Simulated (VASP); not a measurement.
Output of a VASP run:

File OUTCAR:
```
 ion  position               nearest neighbor table
   1  0.176  0.176  0.176-  37 1.87  32 1.87  33 1.87  40 1.99  59 1.99  45 1.99   2 2.68   7 2.82
                            11 2.82  19 2.82   6 3.25  18 3.25  10 3.25
   2  0.074  0.074  0.074-  44 1.87  38 1.87  60 1.87  59 1.99  40 1.99  45 1.99   1 2.68  24 2.82
                            20 2.82  12 2.82   5 3.25   9 3.25  17 3.25
   3  0.323  0.326  0.321-  34 1.84  35 1.87  36 1.88  56 2.01  43 2.03  42 2.04   9 2.80  17 2.83
                             5 2.84   4 3.22  16 3.24   8 3.26
   4  0.426  0.426  0.926-  53 1.87  34 1.87  64 1.87  62 1.99  37 1.99  49 1.99   7 2.68  30 2.82
                            18 2.82  10 2.82   3 3.22  23 3.25  15 3.25
   5  0.176  0.176  0.676-  42 1.84  38 1.87  39 1.87  35 1.99  65 1.99  51 1.99   6 2.68  15 2.82
                            23 2.82   3 2.84   2 3.25  22 3.25  14 3.27
   6  0.074  0.074  0.574-  50 1.87  32 1.87  66 1.87  65 1.99  35 1.99  51 1.99   5 2.68  28 2.82
                            16 2.82   8 2.82   1 3.25  21 3.25  13 3.25
   7  0.324  0.324  0.824-  40 1.87  41 1.87  37 1.99  62 1.99  49 1.99   4 2.68   1 2.82  21 2.82
                            13 2.82  12 3.25  20 3.25
   8  0.426  0.926  0.426-  36 1.87  51 1.87  70 1.87  68 1.99  54 1.99  32 1.99  11 2.68  18 2.82
                             6 2.82  30 2.82  15 3.25  27 3.25   3 3.26
   9  0.176  0.676  0.176-  43 1.83  48 1.87  44 1.87  52 1.99  71 1.99  34 1.99  10 2.68   3 2.80
                            15 2.82  27 2.82  14 3.22   2 3.25  26 3.26
  10  0.074  0.574  0.074-  33 1.87  49 1.87  72 1.87  71 1.99  52 1.99  34 1.99   9 2.68  16 2.82
                             4 2.82  28 2.82  13 3.25  25 3.25   1 3.25
  11  0.324  0.824  0.324-  46 1.87  45 1.87  47 1.92  54 1.99  68 1.99  32 1.99   8 2.68  13 2.82
                             1 2.82  25 2.82  12 3.25  24 3.25
  12  0.426  0.926  0.926-  41 1.87  45 1.87  76 1.87  74 1.99  48 1.99  38 1.99  15 2.68  22 2.81
                             2 2.82  26 2.85  11 3.25   7 3.25  31 3.25
  13  0.176  0.676  0.676-  54 1.87  49 1.87  50 1.87  46 1.99  77 1.99  14 2.65  11 2.82  31 2.82
                             7 2.82  10 3.25   6 3.25  30 3.25
  14  0.080  0.576  0.569-  43 1.85  78 1.90  39 1.92  46 1.95  77 2.01  13 2.65  24 2.81  20 2.86
                             9 3.22   5 3.27  29 3.30
  15  0.324  0.824  0.824-  52 1.87  51 1.87  53 1.87  48 1.99  74 1.99  38 1.99  12 2.68   9 2.82
                             5 2.82  29 2.82   8 3.25  28 3.25   4 3.25
  16  0.926  0.426  0.426-  71 1.87  63 1.87  35 1.87  33 1.99  66 1.99  67 1.99  19 2.68  10 2.82
                             6 2.82  30 2.82   3 3.24  23 3.25  27 3.25
  17  0.676  0.176  0.176-  56 1.83  60 1.87  55 1.87  64 1.99  36 1.99  69 1.99  18 2.68  23 2.82
                            27 2.82   3 2.83  26 3.22  22 3.25   2 3.25
  18  0.574  0.074  0.074-  68 1.87  61 1.87  37 1.87  36 1.99  64 1.99  69 1.99  17 2.68   8 2.82
                             4 2.82  28 2.82  21 3.25  25 3.25   1 3.25
  19  0.824  0.324  0.324-  58 1.87  57 1.87  59 1.87  66 1.99  33 1.99  67 1.99  16 2.68  21 2.82
                             1 2.82  25 2.82  20 3.25  24 3.25
  20  0.926  0.426  0.926-  77 1.87  57 1.87  40 1.87  39 1.99  60 1.99  73 1.99  23 2.68  26 2.81
                             2 2.82  14 2.86  19 3.25   7 3.25  31 3.25
  21  0.676  0.176  0.676-  66 1.87  61 1.87  62 1.87  41 1.99  75 1.99  58 2.00  22 2.70  19 2.82
                             7 2.82  31 2.82  18 3.25  30 3.25   6 3.25
  22  0.575  0.070  0.574-  74 1.85  55 1.86  42 1.91  75 1.99  58 2.00  41 2.01  21 2.70  24 2.81
                            12 2.81  29 3.22  17 3.25   5 3.25
  23  0.824  0.324  0.824-  64 1.87  63 1.87  65 1.87  60 1.99  39 1.99  73 1.99  20 2.68  17 2.82
                             5 2.82  29 2.82  16 3.25  28 3.25   4 3.25
  24  0.926  0.926  0.426-  59 1.87  75 1.87  46 1.87  44 1.99  78 1.99  55 1.99  27 2.68  22 2.81
                            14 2.81   2 2.82  31 3.25  19 3.25  11 3.25
  25  0.676  0.676  0.176-  72 1.87  67 1.87  68 1.87  76 1.99  57 1.99  47 1.99  26 2.68  31 2.82
                            11 2.82  19 2.82  30 3.25  10 3.25  18 3.25
  26  0.575  0.570  0.077-  56 1.85  73 1.88  48 1.90  47 1.93  57 1.97  76 2.01  25 2.68  20 2.81
                            12 2.85  17 3.22   9 3.26  29 3.27
  27  0.824  0.824  0.324-  70 1.87  69 1.87  71 1.87  78 1.99  44 1.99  55 1.99  24 2.68  29 2.82
                             9 2.82  17 2.82  28 3.25   8 3.25  16 3.25
  28  0.926  0.926  0.926-  65 1.87  69 1.87  52 1.87  50 1.99  72 1.99  61 1.99  31 2.68   6 2.82
                            18 2.82  10 2.82  27 3.25  15 3.25  23 3.25
  29  0.676  0.676  0.676-  78 1.87  73 1.87  74 1.87  70 1.99  53 1.99  63 1.99  30 2.68  27 2.82
                            15 2.82  23 2.82  22 3.22  26 3.27  14 3.30
  30  0.574  0.574  0.574-  62 1.87  67 1.87  54 1.87  53 1.99  70 1.99  63 1.99  29 2.68   4 2.82
                            16 2.82   8 2.82  25 3.25  13 3.25  21 3.25
  31  0.824  0.824  0.824-  76 1.87  75 1.87  77 1.87  72 1.99  50 1.99  61 1.99  28 2.68  25 2.82
                            13 2.82  21 2.82  24 3.25  12 3.25  20 3.25
  32  0.222  0.028  0.375-   1 1.87   6 1.87   8 1.99  11 1.99
  33  0.028  0.375  0.222-  10 1.87   1 1.87  16 1.99  19 1.99
  34  0.278  0.472  0.125-   3 1.84   4 1.87   9 1.99  10 1.99
  35  0.125  0.278  0.472-   3 1.87  16 1.87   5 1.99   6 1.99
  36  0.472  0.125  0.278-   8 1.87   3 1.88  18 1.99  17 1.99
  37  0.375  0.222  0.028-   1 1.87  18 1.87   7 1.99   4 1.99
  38  0.222  0.028  0.875-   2 1.87   5 1.87  12 1.99  15 1.99
  39  0.028  0.375  0.722-   5 1.87  14 1.92  20 1.99  23 1.99
  40  0.125  0.278  0.972-   7 1.87  20 1.87   1 1.99   2 1.99
  41  0.472  0.125  0.778-  12 1.87   7 1.87  21 1.99  22 2.01
  42  0.369  0.225  0.533-   5 1.84  22 1.91   3 2.04
  43  0.220  0.535  0.370-   9 1.83  14 1.85   3 2.03
  44  0.028  0.875  0.222-   2 1.87   9 1.87  24 1.99  27 1.99
  45  0.278  0.972  0.125-  11 1.87  12 1.87   1 1.99   2 1.99
  46  0.125  0.778  0.472-  11 1.87  24 1.87  14 1.95  13 1.99
  47  0.475  0.621  0.274-  11 1.92  26 1.93  25 1.99
  48  0.375  0.722  0.028-   9 1.87  26 1.90  15 1.99  12 1.99
...
```

OSZICAR:
```
...
       N       E                     dE             d eps       ncg     rms          rms(c)
DAV:   1    -0.590286051577E+03    0.35075E-03   -0.13631E+00   908   0.293E+00    0.265E-01
RMM:   2    -0.590288864309E+03   -0.28127E-02   -0.29717E-02   904   0.406E-01    0.490E-01
RMM:   3    -0.590288407245E+03    0.45706E-03   -0.27666E-03   904   0.127E-01    0.104E-01
RMM:   4    -0.590288424090E+03   -0.16845E-04   -0.53513E-04   904   0.529E-02    0.766E-02
RMM:   5    -0.590288359205E+03    0.64885E-04   -0.16120E-04   903   0.286E-02    0.548E-02
RMM:   6    -0.590288357716E+03    0.14893E-05   -0.16078E-04   889   0.247E-02    0.101E-01
RMM:   7    -0.590288327746E+03    0.29969E-04   -0.53810E-05   772   0.170E-02    0.366E-02
RMM:   8    -0.590288336696E+03   -0.89498E-05   -0.22087E-05   573   0.105E-02
  16 F= -.59028834E+03 E0= -.59028293E+03  d E =-.193553E-02  mag=     1.0000
       N       E                     dE             d eps       ncg     rms          rms(c)
DAV:   1    -0.590288310394E+03    0.17352E-04   -0.33987E-02  1040   0.464E-01    0.525E-02
RMM:   2    -0.590288401528E+03   -0.91134E-04   -0.83709E-04   904   0.671E-02    0.122E-01
RMM:   3    -0.590288363204E+03    0.38324E-04   -0.92767E-05   891   0.230E-02    0.181E-02
RMM:   4    -0.590288369733E+03   -0.65287E-05   -0.20271E-05   552   0.102E-02
  17 F= -.59028837E+03 E0= -.59028298E+03  d E =-.196857E-02  mag=     1.0000
       N       E                     dE             d eps       ncg     rms          rms(c)
DAV:   1    -0.590288262157E+03    0.10105E-03   -0.57457E-01   916   0.190E+00    0.201E-01
RMM:   2    -0.590289466216E+03   -0.12041E-02   -0.13298E-02   904   0.269E-01    0.407E-01
RMM:   3    -0.590289150165E+03    0.31605E-03   -0.13429E-03   904   0.890E-02    0.748E-02
RMM:   4    -0.590289230631E+03   -0.80466E-04   -0.30694E-04   904   0.401E-02    0.893E-02
RMM:   5    -0.590289200377E+03    0.30254E-04   -0.75879E-05   836   0.212E-02    0.379E-02
RMM:   6    -0.590289235137E+03   -0.34760E-04   -0.11220E-04   846   0.201E-02    0.138E-01
RMM:   7    -0.590289155754E+03    0.79383E-04   -0.55776E-05   760   0.202E-02    0.287E-02
RMM:   8    -0.590289182195E+03   -0.26441E-04   -0.13467E-05   539   0.974E-03    0.114E-02
RMM:   9    -0.590289185008E+03   -0.28133E-05   -0.33842E-06   527   0.495E-03
  18 F= -.59028919E+03 E0= -.59028370E+03  d E =-.815275E-03  mag=     1.0000
       N       E                     dE             d eps       ncg     rms          rms(c)
DAV:   1    -0.590289184724E+03   -0.25295E-05   -0.53768E-05   894   0.186E-02    0.514E-03
RMM:   2    -0.590289185504E+03   -0.77946E-06   -0.39037E-06   516   0.428E-03    0.156E-02
RMM:   3    -0.590289184774E+03    0.72936E-06   -0.48035E-07   334   0.190E-03    0.524E-03
RMM:   4    -0.590289184813E+03   -0.38246E-07   -0.10387E-07   162   0.140E-03
  19 F= -.59028918E+03 E0= -.59028368E+03  d E =-.815080E-03  mag=     1.0000
       N       E                     dE             d eps       ncg     rms          rms(c)
DAV:   1    -0.590289202362E+03   -0.17587E-04   -0.23262E-01   908   0.121E+00    0.162E-01
RMM:   2    -0.590289631615E+03   -0.42925E-03   -0.60642E-03   904   0.179E-01    0.289E-01
RMM:   3    -0.590289556449E+03    0.75166E-04   -0.69402E-04   904   0.623E-02    0.693E-02
RMM:   4    -0.590289580174E+03   -0.23724E-04   -0.17655E-04   886   0.276E-02    0.626E-02
RMM:   5    -0.590289571125E+03    0.90488E-05   -0.34671E-05   644   0.149E-02
  20 F= -.59028957E+03 E0= -.59028417E+03  d E =-.386312E-03  mag=     1.0000
```

### OUTCAR
```
------------------------ aborting loop because EDIFF is reached ----------------------------------------
  FORCE on cell =-STRESS in cart. coord.  units (eV):
  Direction    XX          YY          ZZ          XY          YZ          ZX
  --------------------------------------------------------------------------------------
  Total      -47.5226701    -39.7213026    -45.2807768     -1.4093200     -1.4748441      0.6526536
  in kB     -108.7748855    -90.9182952   -103.6434043     -3.2257998     -3.3757782      1.4938621
  external PRESSURE =    -101.1121950 kB  Pullay stress =       0.0000000 kB
  volume of cell :      699.98
      direct lattice vectors                 reciprocal lattice vectors
     9.175847566 -4.806597533  0.000414141     0.054492942 -0.104023688 -0.045716763
     9.175847566  4.806597533  0.000414141     0.054492942  0.104023688 -0.045716763
     6.657642848  0.000000000  7.935700720    -0.000005688  0.000000000  0.126017588
 POSITION                                       TOTAL-FORCE (eV/Angst)
 -----------------------------------------------------------------------------------
      4.40057     -0.00387      1.46316        -0.010174     -0.001084      0.014362
      1.84939     -0.01071      0.58560        -0.001326      0.003731      0.000704
      8.20270      0.01048      2.60754         0.004090      0.004259      0.007918
     14.04155      0.01890      7.37462         0.006370      0.001309     -0.007790
      7.72243      0.02664      5.38946        -0.006512     -0.010566      0.004858
      5.21672      0.02926      4.53776        -0.002029     -0.010698      0.004907
     11.50942     -0.13846      6.75199        -0.005164     -0.007870      0.000820
     15.26807      2.41329      3.36368        -0.001358     -0.001093      0.005699
      8.98069      2.41436      1.37967         0.006032      0.008232     -0.002971
      6.42705      2.40024      0.59113        -0.002308      0.002966      0.007010
     12.68024      2.40442      2.57768         0.000913      0.004283      0.008698
     18.55030      2.40685      7.34691        -0.004636      0.001839     -0.012404
     12.42290      2.53499      5.40006         0.001940      0.007759     -0.012839
      9.65472      2.49899      4.44655        -0.000534     -0.001038      0.001042
     16.01874      2.40838      6.54158         0.008594      0.004197     -0.011743
     15.25173     -2.40251      3.38743        -0.002362     -0.001435      0.007198
      8.98414     -2.46811      1.38924        -0.003480     -0.012524      0.001662
      6.44704     -2.41165      0.62071         0.002394     -0.004045      0.000081
     12.70011     -2.40248      2.54274        -0.006338     -0.002821      0.006114
     18.59767     -2.42175      7.33002        -0.000985      0.007285      0.002528
     12.34724     -2.42197      5.36739         0.000655     -0.001583     -0.002680
      9.76384     -2.34366      4.52735         0.002439      0.004310     -0.000379
     16.04188     -2.38058      6.53426         0.002640     -0.006699     -0.002690
     19.82078      0.01879      3.36698         0.005549      0.004765      0.007446
     13.61293     -0.01235      1.40674         0.002835      0.005286      0.001345
     11.01060     -0.02295      0.61561         0.005020      0.005888     -0.013052
     17.24766      0.00782      2.58021         0.001306      0.006122     -0.001686
     23.18983      0.01788      7.34930        -0.004417      0.002188     -0.003492
     16.88952      0.03354      5.37480         0.001642      0.006352     -0.001058
     14.32760     -0.00170      4.55715        -0.000058     -0.000032     -0.006329
     20.62100      0.00055      6.55822         0.000437      0.003343     -0.007771
      4.77025     -0.95151      3.01128         0.000336     -0.001615      0.003406
      5.17036      1.66593      1.75894         0.005574      0.001541     -0.002310
      7.71058      0.94625      0.98869        -0.002206      0.005115     -0.003617
      6.84532      0.74112      3.74438         0.001450     -0.000766     -0.002298
      7.33929     -1.66944      2.20768         0.003173     -0.001045     -0.000601
      5.69522     -0.74299      0.30424        -0.003091      0.007005      0.001400
      8.10715     -0.92876      6.95065         0.003637     -0.005196     -0.002603
      8.59394      1.64194      5.68769         0.006114      0.010342      0.002076
     10.19129      0.71696      7.69297         0.004073     -0.007028     -0.001884
     10.64726     -1.63828      6.17581        -0.000109     -0.003734      0.003732
      8.87236     -0.78948      4.21012         0.013495      0.007606     -0.000110
      9.29725      1.53257      2.96698         0.006118      0.009462     -0.011432
      9.76560      4.07107      1.76786        -0.003056      0.004917     -0.000756
     12.31203      3.33618      0.99157         0.001207      0.001867     -0.002747
     11.39347      3.05223      3.78044        -0.007106      0.006126      0.002908
     11.97914      0.80291      2.02308         0.001087     -0.004014     -0.003257
     10.24418      1.65906      0.21770        -0.006592     -0.003160     -0.006859
     12.65664      1.44831      6.89638         0.002732     -0.001105      0.011778
     13.13110      4.13644      5.73307        -0.000781     -0.004315      0.001678
     15.60483      3.32396      4.96189         0.001125     -0.002321      0.001857
     14.74000      3.14005      7.69613        -0.004043     -0.007790      0.001293
     15.23261      0.74779      6.17274        -0.003573      0.000573      0.001221
     13.47714      1.62364      4.20969        -0.010492      0.006860      0.005536
      9.37782     -3.33165      2.97402         0.001256     -0.004482     -0.005400
      9.66341     -0.78016      1.61957         0.001387     -0.000991     -0.014076
...
```
(Selected blocks of OUTCAR.)

**POSCAR**
```
Al31O47
1
    9.1758475656    -4.8065975332     0.0004141407
    9.1758475656     4.8065975332     0.0004141407
    6.6576428475    -0.0000000000     7.9357007201
Al O
31 47
Direct
  0.1760000000   0.1760000000   0.1760000000
  0.0740000000   0.0740000000   0.0740000000
  0.3227150000   0.3257530000   0.3208370000
  0.4260000000   0.4260000000   0.9260000000
  0.1760000000   0.1760000000   0.6760000000
  0.0740000000   0.0740000000   0.5740000000
  0.3240000000   0.3240000000   0.8240000000
  0.4260000000   0.9260000000   0.4260000000
  0.1760000000   0.6760000000   0.1760000000
  0.0740000000   0.5740000000   0.0740000000
  0.3240000000   0.8240000000   0.3240000000
  0.4260000000   0.9260000000   0.9260000000
  0.1760000000   0.6760000000   0.6760000000
  0.0802650000   0.5758860000   0.5688120000
  0.3240000000   0.8240000000   0.8240000000
  0.9260000000   0.4260000000   0.4260000000
  0.6760000000   0.1760000000   0.1760000000
  0.5740000000   0.0740000000   0.0740000000
  0.8240000000   0.3240000000   0.3240000000
  0.9260000000   0.4260000000   0.9260000000
  0.6760000000   0.1760000000   0.6760000000
  0.5750920000   0.0701730000   0.5740640000
  0.8240000000   0.3240000000   0.8240000000
  0.9260000000   0.9260000000   0.4260000000
  0.6760000000   0.6760000000   0.1760000000
  0.5751640000   0.5698340000   0.0769300000
  0.8240000000   0.8240000000   0.3240000000
  0.9260000000   0.9260000000   0.9260000000
  0.6760000000   0.6760000000   0.6760000000
  0.5740000000   0.5740000000   0.5740000000
  0.8240000000   0.8240000000   0.8240000000
  0.2220000000   0.0280000000   0.3750000000
  0.0280000000   0.3750000000   0.2220000000
  0.2780000000   0.4720000000   0.1250000000
  0.1250000000   0.2780000000   0.4720000000
  0.4720000000   0.1250000000   0.2780000000
  0.3750000000   0.2220000000   0.0280000000
  0.2220000000   0.0280000000   0.8750000000
  0.0280000000   0.3750000000   0.7220000000
  0.1250000000   0.2780000000   0.9720000000
  0.4720000000   0.1250000000   0.7780000000
  0.3692850000   0.2250530000   0.5331210000
  0.2204060000   0.5346740000   0.3704830000
  0.0280000000   0.8750000000   0.2220000000
  0.2780000000   0.9720000000   0.1250000000
  0.1250000000   0.7780000000   0.4720000000
  0.4748290000   0.6212610000   0.2738290000
  0.3750000000   0.7220000000   0.0280000000
  0.2220000000   0.5280000000   0.8750000000
  0.0280000000   0.8750000000   0.7220000000
  0.2780000000   0.9720000000   0.6250000000
  0.1250000000   0.7780000000   0.9720000000
  0.4720000000   0.6250000000   0.7780000000
  0.3750000000   0.7220000000   0.5280000000
  0.7220000000   0.0280000000   0.3750000000
  0.5318190000   0.3720090000   0.2176030000
  0.7780000000   0.4720000000   0.1250000000
  0.6268020000   0.2755200000   0.4704310000
  0.9720000000   0.1250000000   0.2780000000
  0.8750000000   0.2220000000   0.0280000000
  0.7220000000   0.0280000000   0.8750000000
  0.5280000000   0.3750000000   0.7220000000
  0.7780000000   0.4720000000   0.6250000000
  0.6250000000   0.2780000000   0.9720000000
  0.9720000000   0.1250000000   0.7780000000
  0.8750000000   0.2220000000   0.5280000000
  0.7220000000   0.5280000000   0.3750000000
  0.5280000000   0.8750000000   0.2220000000
  0.7780000000   0.9720000000   0.1250000000
  0.6250000000   0.7780000000   0.4720000000
  0.9720000000   0.6250000000   0.2780000000
  0.8750000000   0.7220000000   0.0280000000
  0.7220000000   0.5280000000   0.8750000000
  0.5280000000   0.8750000000   0.7220000000
  0.7780000000   0.9720000000   0.6250000000
  0.6250000000   0.7780000000   0.9720000000
  0.9720000000   0.6250000000   0.7780000000
  0.8750000000   0.7220000000   0.5280000000
```

Reconstruct the remaining input files.

This is not unique; one that fits is the input of the run itself, PBE GGA, plane waves, VASP's PBE PAW potentials (set 64).

**KPOINTS**
```
Automatic
0
gamma
 1 1 1
```

### INCAR
```
ISIF = 2   # forces and stress, cell fixed
ISPIN = 2   # spin-polarised
EDIFF = 1E-5   # SCF stop (eV)
SYSTEM = Al31O47
SIGMA = 0.05   # width (eV)
LREAL = Auto
EDIFFG = -0.03
LORBIT = 10
ALGO = Fast
PREC = Normal
NUPDOWN = 1
LCHARG = F
NELECT = 373.0
LWAVE = F
LASPH = T
IBRION = 2   # conjugate gradients
ISMEAR = 0
MAGMOM = 78*0.0128
NSW = 60   # most ionic steps
ISYM = 0
ENCUT = 400   # plane-wave cut-off (eV)
GGA = PE   # PBE
NELM = 100
NELMIN = 4
```

POTCAR, in this order: Al O (PBE.64 set). Program: vasp_gam.

At this cut-off the stress carries a Pulay error, which pulls relaxed volumes low. The cell is charged, with a uniform compensating background. The supercell is sampled at Γ alone, which is coarse: total energies, pressure and levels can be off, energies of defects by several tenths of an eV.

The cell is a supercell with a defect, built from Al2O3 (corundum): vac_Al-vac_O, charge +2.
